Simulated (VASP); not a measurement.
Input:

```
CELL_PARAMETERS angstrom
      0.00000     2.82000     2.82000
      2.82000     0.00000     2.82000
      2.82000     2.82000     0.00000
ATOMIC_POSITIONS crystal
  Na 0.00000 0.00000 0.00000
  Cl 0.50000 0.50000 0.50000
```

Method: PBE GGA, VASP's PBE PAW potentials (set 64) (plane waves; VASP). Settings: 300 eV cut-off, 7×7×7 Γ-centred mesh, Fermi-Dirac smearing of 0.020 eV, potentials Na_pv Cl.

Question: Estimate the energy per atom (σ→0), band gap (on the k-mesh) with the smallest direct gap where there is one.

Answer: 
```json
{
 "band gap (on the k-mesh)": "5.10 eV",
 "smallest direct gap (on the k-mesh)": "5.10 eV",
 "energy per atom (σ→0)": "-3.388 eV/atom"
}
```

Only differences to runs with the same potentials and settings are physical.

The structure is a typed NaCl crystal (Fm-3m). The cell was not relaxed at this level.
